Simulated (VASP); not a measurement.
# Cu2B (Fd-3m) in VASP: notebook

The runs below take Cu2B through single point, with PBEsol+U.

Program: VASP 6.6.1. These are calculated values, not measurements. Logs are shortened: lines on timing, memory, paths and dates and some standing lists are left out, and cuts for length are marked.

## Step 1: Starting point

The structure is cubic, space group Fd-3m (No. 227). Conventional cell: a = 6.567 Å, b = 6.567 Å, c = 6.567 Å, α = 90.00°, β = 90.00°, γ = 90.00°. Cu (site symmetry -3m) has 6 Cu at 2.32 Å as nearest neighbours. Around B (site symmetry -43m) lie 12 Cu at 2.72 Å and 4 B at 2.84 Å.

The cell was built by a generator and needn't be a form met in nature.

## Step 2: Single point, PBEsol+U

File INCAR:

```
  PREC = Accurate
  ENCUT = 520
  EDIFF = 1E-6
  ISMEAR = -1
  SIGMA = 0.05
  LREAL = F
  LASPH = T
  NELM = 60
  ALGO = Normal
  ISIF = 2
  LWAVE = F
  LCHARG = F
  LMAXMIX = 4
  LDAU = T
  LDAUTYPE = 2
  LDAUL = 2 -1
  LDAUU = 6 0
  LDAUJ = 0 0
  LDAUPRINT = 1
  GGA = PS
  NBANDS = 34
```

File KPOINTS:

```
regular mesh
0
Gamma
  5 5 5
```

File POSCAR:

```
Cu2B
1.0
    0.0000000000      3.2834700000      3.2834700000
    3.2834700000      0.0000000000      3.2834700000
    3.2834700000      3.2834700000      0.0000000000
Cu B
4 2
Direct
    0.1250000000      0.1250000000      0.1250000000
    0.6250000000      0.1250000000      0.1250000000
    0.1250000000      0.1250000000      0.6250000000
    0.1250000000      0.6250000000      0.1250000000
    0.5000000000      0.5000000000      0.5000000000
    0.7500000000      0.7500000000      0.7500000000
```

Potentials or basis: VASP PAW PBE potentials, release 64 (Cu, B).

The run is started by

```bash
> cat potpaw_PBE.64/Cu/POTCAR potpaw_PBE.64/B/POTCAR > POTCAR
> mpirun -np 1 vasp_std > vasp.out
```

OUTCAR:

```text
PREC = Accurate
   ENCUT = 520
   EDIFF = 1E-6
   ISMEAR = -1
   LREAL = F
   LASPH = T
   NELM = 60
   ISIF = 2
   GGA = PS

 ion  position               nearest neighbor table
   1  0.125  0.125  0.125-   2 2.32   3 2.32   4 2.32   3 2.32   4 2.32   2 2.32
   2  0.625  0.125  0.125-   1 2.32   3 2.32   4 2.32   1 2.32   3 2.32   4 2.32
   3  0.125  0.125  0.625-   1 2.32   1 2.32   2 2.32   4 2.32   4 2.32   2 2.32
   4  0.125  0.625  0.125-   1 2.32   3 2.32   1 2.32   2 2.32   3 2.32   2 2.32
   5  0.500  0.500  0.500-
   6  0.750  0.750  0.750-

  LATTYP: Found a face centered cubic cell.
 ALAT       =     6.5669400000

  Lattice vectors:

 A1 = (   0.0000000000,   3.2834700000,   3.2834700000)
 A2 = (   3.2834700000,   0.0000000000,   3.2834700000)
 A3 = (   3.2834700000,   3.2834700000,   0.0000000000)

Analysis of symmetry for initial positions (statically):
=====================================================================
 Subroutine PRICEL returns:
 Original cell was already a primitive cell.

 Routine SETGRP: Setting up the symmetry group for a
 face centered cubic supercell.

 Subroutine GETGRP returns: Found 48 space group operations
 (whereof 24 operations were pure point group operations)
 out of a pool of 48 trial point group operations.

The static configuration has the point symmetry T_d .
 The point group associated with its full space group is O_h .

Analysis of symmetry for dynamics (positions and initial velocities):
=====================================================================
 Subroutine PRICEL returns:
 Original cell was already a primitive cell.

 Routine SETGRP: Setting up the symmetry group for a
 face centered cubic supercell.

 Subroutine GETGRP returns: Found 48 space group operations
 (whereof 24 operations were pure point group operations)
 out of a pool of 48 trial point group operations.

The dynamic configuration has the point symmetry T_d .
 The point group associated with its full space group is O_h .

 Subroutine INISYM returns: Found 48 space group operations
 (whereof 24 operations are pure point group operations),
 and found     1 'primitive' translations

----------------------------------------------------------------------------------------

                                     Primitive cell

  volume of cell :      70.7993

  direct lattice vectors                    reciprocal lattice vectors
     0.000000000  3.283470000  3.283470000    -0.152277925  0.152277925  0.152277925
     3.283470000  0.000000000  3.283470000     0.152277925 -0.152277925  0.152277925
     3.283470000  3.283470000  0.000000000     0.152277925  0.152277925 -0.152277925

  length of vectors
     4.643527806  4.643527806  4.643527806     0.263753104  0.263753104  0.263753104

  position of ions in fractional coordinates (direct lattice)
     0.125000000  0.125000000  0.125000000
     0.625000000  0.125000000  0.125000000
     0.125000000  0.125000000  0.625000000
     0.125000000  0.625000000  0.125000000
     0.500000000  0.500000000  0.500000000
     0.750000000  0.750000000  0.750000000

  ion indices of the primitive-cell ions
   primitive index   ion index
                 1           1
                 2           2
                 3           3
                 4           4
                 5           5
                 6           6

----------------------------------------------------------------------------------------

[... 32 lines left out ...]
 -0.200000  0.200000  0.000000     12.000000
  0.400000  0.400000  0.000000      6.000000
 -0.400000  0.400000  0.000000     12.000000
 -0.400000  0.400000  0.200000     24.000000
   k-points           NKPTS =     10   k-points in BZ     NKDIM =     10   number of bands    NBANDS=     34
   number of dos      NEDOS =    301   number of ions     NIONS =      6
   total plane-waves  NPLWV =  46656
   dimension x,y,z NGX =    36 NGY =   36 NGZ =   36
   dimension x,y,z NGXF=    72 NGYF=   72 NGZF=   72
   ions per type =               4   2
   NGX,Y,Z   is equivalent  to a cutoff of  12.89, 12.89, 12.89 a.u.
   NGXF,Y,Z  is equivalent  to a cutoff of  25.78, 25.78, 25.78 a.u.
 SYSTEM =  unknown system
   PREC   = accura    normal or accurate (medium, high low for compatibility)
   ISTART =      0    job   : 0-new  1-cont  2-samecut
   ICHARG =      2    charge: 1-file 2-atom 10-const
   ISPIN  =      1    spin polarized calculation?
   LNONCOLLINEAR =      F non collinear calculations
   LSORBIT =      F    spin-orbit coupling
   LASPH  =      T    aspherical Exc in radial PAW
   ENCUT  =  520.0 eV  38.22 Ry    6.18 a.u.   8.63  8.63  8.63*2*pi/ulx,y,z
   NELM   =     60;   NELMIN=  2; NELMDL= -5     # of ELM steps
   EDIFF  = 0.1E-05   stopping-criterion for ELM
   LREAL  =      F    real-space projection
   EDIFFG = 0.1E-04   stopping-criterion for IOM
   NSW    =      0    number of steps for IOM
   IBRION =     -1    ionic relax: 0-MD 1-quasi-New 2-CG
   NFREE  =      0    steps in history (QN), initial steepest desc. (CG)
   ISIF   =      2    stress and relaxation
   ISYM   =      2    0-nonsym 1-usesym 2-fastsym
   POTIM  = 0.5000    time-step for ionic-motion
   TEBEG  =    0.0;   TEEND  =   0.0 temperature during run
   PSTRESS=    0.0 pullay stress
   NELECT =      50.0000    total number of electrons
   NUPDOWN=      -1.0000    fix difference up-down
   EMIN   =  10.00;   EMAX   =-10.00  energy-range for DOS
   EFERMI =   0.00;   METHOD = LEGACY
   ISMEAR =    -1;   SIGMA  =   0.05  broadening in eV -4-tet -1-fermi 0-gaus
   EFERMI_NEDOS =   21; number of points for ismear=-14 and -15
   IALGO  =     38    algorithm
   IMIX   =      4    mixing-type and parameters
     AMIX     =   0.40;   BMIX     =  1.00
     AMIX_MAG =   1.60;   BMIX_MAG =  1.00
  volume/ion in A,a.u.               =      11.80        79.63
  Fermi-wavevector in a.u.,A,eV,Ry     =   1.457880  2.754994 28.918015  2.125414
  Thomas-Fermi vector in A             =   2.574630
   LORBIT       =      0    0 simple, 1 ext, 2 COOP (PROOUT), +10 PAW based schemes
 LDA+U is selected, type is set to LDAUTYPE =  2
   angular momentum for each species LDAUL =     2   -1
   U (eV)           for each species LDAUU =   6.0  0.0
   J (eV)           for each species LDAUJ =   0.0  0.0
   GGA     = PS    functional components
   LHFCALC =     F    Hartree Fock is set to
   AEXX    =    0.0000 exact exchange contribution
   IVDW    =     0    specifies the selected vdW correction
   LEPSILON=     F    determine dielectric tensor
   LRPA    =     F    only Hartree local field effects (RPA)
 non-spin polarized calculation
  energy-cutoff  :      520.00
  volume of cell :       70.80
 maximum number of plane-waves:      1924
   NGX = 17   NGY = 17   NGZ = 17

atom =   1  type =  1  l = 2

 onsite density matrix

spin component  1
[... 116 lines left out ...]
  o =  0.9374  v =  0.5774  0.5774 -0.0000 -0.5774  0.0000  0.0000  0.0000  0.0000  0.0000  0.0000      0.0000  0.0000  0.0000  0.0000  0.0000  0.0000  0.0000  0.0000  0.0000  0.0000
  o =  0.9374  v =  0.0000  0.0000  0.0000  0.0000  0.0000  0.5774  0.5774 -0.0000 -0.5774  0.0000      0.0000  0.0000  0.0000  0.0000  0.0000  0.0000  0.0000  0.0000  0.0000  0.0000
  o =  0.9413  v = -0.4349  0.6426 -0.3951  0.2076  0.4458  0.0000  0.0000  0.0000  0.0000  0.0000      0.0000  0.0000  0.0000  0.0000  0.0000  0.0000  0.0000  0.0000  0.0000  0.0000
  o =  0.9413  v =  0.0000  0.0000  0.0000  0.0000  0.0000 -0.4349  0.6426 -0.3951  0.2076  0.4458      0.0000  0.0000  0.0000  0.0000  0.0000  0.0000  0.0000  0.0000  0.0000  0.0000
  o =  0.9413  v = -0.4908 -0.1312 -0.4458 -0.6221 -0.3951  0.0000  0.0000  0.0000  0.0000  0.0000      0.0000  0.0000  0.0000  0.0000  0.0000  0.0000  0.0000  0.0000  0.0000  0.0000
  o =  0.9413  v =  0.0000  0.0000  0.0000  0.0000  0.0000 -0.4908 -0.1312 -0.4458 -0.6221 -0.3951      0.0000  0.0000  0.0000  0.0000  0.0000  0.0000  0.0000  0.0000  0.0000  0.0000
  o =  0.9459  v =  0.0000  0.0000  0.0000  0.0000  0.0000  0.4864 -0.2432 -0.8032  0.2432  0.0000      0.0000  0.0000  0.0000  0.0000  0.0000  0.0000  0.0000  0.0000  0.0000  0.0000
  o =  0.9459  v =  0.4864 -0.2432 -0.8032  0.2432  0.0000  0.0000  0.0000  0.0000  0.0000  0.0000      0.0000  0.0000  0.0000  0.0000  0.0000  0.0000  0.0000  0.0000  0.0000  0.0000
  o =  0.9459  v =  0.0000  0.4212 -0.0000  0.4212 -0.8032  0.0000  0.0000  0.0000  0.0000  0.0000      0.0000  0.0000  0.0000  0.0000  0.0000  0.0000  0.0000  0.0000  0.0000  0.0000
  o =  0.9459  v =  0.0000  0.0000  0.0000  0.0000  0.0000  0.0000  0.4212 -0.0000  0.4212 -0.8032      0.0000  0.0000  0.0000  0.0000  0.0000  0.0000  0.0000  0.0000  0.0000  0.0000

 number of electron      49.9999971 magnetization

 Free energy of the ion-electron system (eV)
  ---------------------------------------------------
  ext. energy  EPLUGINS =         0.00000000
  ---------------------------------------------------
  free energy    TOTEN  =       -16.54572656 eV

  energy without entropy =      -16.52978382  energy(sigma->0) =      -16.53775519

 E-fermi :   5.8396     XC(G=0): -11.9454

 val. band max:        5.7986692010   @ k =  -0.2000   0.2000   0.0000
 cond. band min:       5.9080375820   @ k =   0.4000   0.0000   0.0000
 fundamental gap:      0.1093683810
 Fermi energy:         5.8396276637

 k-point     1 :       0.0000    0.0000    0.0000
  band No.  band energies     occupation
      1      -4.4520      2.00000
      2      -1.5218      2.00000
      3      -0.1984      2.00000
      4      -0.1984      2.00000
      5      -0.1984      2.00000
      6       0.3481      2.00000
[... 359 lines left out ...]
     33      13.9578      0.00000
     34      14.1705      0.00000

------------------------ aborting loop because EDIFF is reached ----------------------------------------

  FORCE on cell =-STRESS in cart. coord.  units (eV):
  Direction    XX          YY          ZZ          XY          YZ          ZX
  --------------------------------------------------------------------------------------
  -------------------------------------------------------------------------------------
  Total       -4.5182547     -4.5182547     -4.5182547      0.0000000     -0.0000000     -0.0000000
  in kB     -102.2473687   -102.2473687   -102.2473687      0.0000000     -0.0000000     -0.0000000
  external PRESSURE =    -102.2473687 kB  Pullay stress =       0.0000000 kB

 VOLUME and BASIS-vectors are now :
 -----------------------------------------------------------------------------
  energy-cutoff  :      520.00
  volume of cell :       70.80
      direct lattice vectors                 reciprocal lattice vectors
     0.000000000  3.283470000  3.283470000    -0.152277925  0.152277925  0.152277925
     3.283470000  0.000000000  3.283470000     0.152277925 -0.152277925  0.152277925
     3.283470000  3.283470000  0.000000000     0.152277925  0.152277925 -0.152277925

 POSITION                                       TOTAL-FORCE (eV/Angst)
 -----------------------------------------------------------------------------------
      0.82087      0.82087      0.82087        -0.000000     -0.000000     -0.000000
      0.82087      2.46260      2.46260        -0.000000      0.000000     -0.000000
      2.46260      2.46260      0.82087        -0.000000      0.000000     -0.000000
      2.46260      0.82087      2.46260        -0.000000     -0.000000     -0.000000
      3.28347      3.28347      3.28347        -0.000000     -0.000000     -0.000000
      4.92521      4.92521      4.92521         0.000000      0.000000      0.000000
 -----------------------------------------------------------------------------------
    total drift:                                0.000000      0.000000      0.000000

  FREE ENERGIE OF THE ION-ELECTRON SYSTEM (eV)
  ---------------------------------------------------
  free  energy   TOTEN  =       -16.5457265629 eV

  energy  without entropy=      -16.5297838176  energy(sigma->0) =      -16.53775519
```

It took 18 s on 1 thread of Intel Xeon 6975P-C (Granite Rapids), shared host; peak memory 0.19 GiB.

Results:

| Quantity | Value |
| --- | --- |
| Free energy | -16.5457 eV |
| Pressure | -10.2 GPa |
| Band gap on the k mesh | none (metal or under the smearing width) |

Levels at points of the mesh, in eV from the Fermi level:
| k point | band 23 | band 24 | band 25 | band 26 | band 27 | band 28 |
| --- | --- | --- | --- | --- | --- | --- |
| (0.00, 0.00, 0.00) | -0.70 | -0.70 | -0.70 | 0.75 | 0.75 | 0.75 |

Eigenvalues of the final occupation matrices:
| site | spin | trace | eigenvalues |
| --- | --- | --- | --- |
| site 1 d | 1 | 4.71 | 0.94 0.94 0.94 0.95 0.95 |
| site 1 d | 2 | 4.71 | 0.94 0.94 0.94 0.95 0.95 |
| site 2 d | 1 | 4.71 | 0.94 0.94 0.94 0.95 0.95 |
| site 2 d | 2 | 4.71 | 0.94 0.94 0.94 0.95 0.95 |
| site 3 d | 1 | 4.71 | 0.94 0.94 0.94 0.95 0.95 |
| site 3 d | 2 | 4.71 | 0.94 0.94 0.94 0.95 0.95 |
| site 4 d | 1 | 4.71 | 0.94 0.94 0.94 0.95 0.95 |
| site 4 d | 2 | 4.71 | 0.94 0.94 0.94 0.95 0.95 |

Caveat: the PAW data sets were made with another functional, which shifts forces and pressure a little; U without spin polarisation on a metal has little footing; the U is typed as a test and isn't derived for this compound.

## Step 3: Single point, PBEsol+U

INCAR: that of step 2 with these lines changed.

```diff
@@ -16,3 +16,3 @@
   LDAUL = 2 -1
-  LDAUU = 6 0
+  LDAUU = 8 0
   LDAUJ = 0 0
```

KPOINTS is that of step 2.

POSCAR is that of step 2.

Potentials or basis: VASP PAW PBE potentials, release 64 (Cu, B).

The run is started by

```bash
> cat potpaw_PBE.64/Cu/POTCAR potpaw_PBE.64/B/POTCAR > POTCAR
> mpirun -np 1 vasp_std > vasp.out
```

It took 16 s on 1 thread of Intel Xeon 6975P-C (Granite Rapids), shared host; peak memory 0.2 GiB.

The run converged. Its results:

- Free energy: -14.4991 eV
- Pressure: -11.3 GPa
- Band gap on the k mesh: none (metal or under the smearing width)

Levels at points of the mesh, in eV from the Fermi level:
```csv
k point,band 23,band 24,band 25,band 26,band 27,band 28
"(0.00, 0.00, 0.00)",-0.64,-0.64,-0.64,0.63,0.63,0.63
```

Eigenvalues of the final occupation matrices:
| site | spin | trace | eigenvalues |
| --- | --- | --- | --- |
| site 1 d | 1 | 4.75 | 0.94 0.95 0.95 0.95 0.95 |
| site 1 d | 2 | 4.75 | 0.94 0.95 0.95 0.95 0.95 |
| site 2 d | 1 | 4.75 | 0.94 0.95 0.95 0.95 0.95 |
| site 2 d | 2 | 4.75 | 0.94 0.95 0.95 0.95 0.95 |
| site 3 d | 1 | 4.75 | 0.94 0.95 0.95 0.95 0.95 |
| site 3 d | 2 | 4.75 | 0.94 0.95 0.95 0.95 0.95 |
| site 4 d | 1 | 4.75 | 0.94 0.95 0.95 0.95 0.95 |
| site 4 d | 2 | 4.75 | 0.94 0.95 0.95 0.95 0.95 |

Caveat: the PAW data sets were made with another functional, which shifts forces and pressure a little; U without spin polarisation on a metal has little footing; the U is typed as a test and isn't derived for this compound.

## Step 4: The reference run

An earlier run on the cell as given: functional PBE; potentials or basis VASP PAW PBE potentials, release 64 (Cu, B); cutoff 520 eV; k mesh 7 × 7 × 7; occupations fermi-dirac, width 0.05 eV; no spin polarisation.

- Pressure: 0.4 GPa
- Band gap on the k mesh: none (metal or under the smearing width)

## Step 5: Summary

| level | U | k mesh | gap on the mesh (eV) | pressure (GPa) |
| --- | --- | --- | --- | --- |
| PBEsol+U | Cu d U = 6 eV | 5 × 5 × 5 | none | -10.2 |
| PBEsol+U | Cu d U = 8 eV | 5 × 5 × 5 | none | -11.3 |
| PBE | - | 7 × 7 × 7 | none | 0.4 |

Alike in all rows: task single point; potentials or basis VASP PAW PBE potentials, release 64 (Cu, B); no spin polarisation; cell as given; cutoff (eV) 520; smearing fermi-dirac 0.05 eV.

Every run on the cell as given and a fine mesh finds a metal. The pressure there spans -11.3 GPa (PBEsol+U) to 0.4 GPa (PBE); a positive pressure means that this level wants a larger cell, a negative one a smaller.

Caveats: the PAW data sets were made with another functional, which shifts forces and pressure a little (some runs); U without spin polarisation on a metal has little footing (some runs); the U is typed as a test and isn't derived for this compound (some runs).

Absolute energies hang on the potentials; compare differences alone.
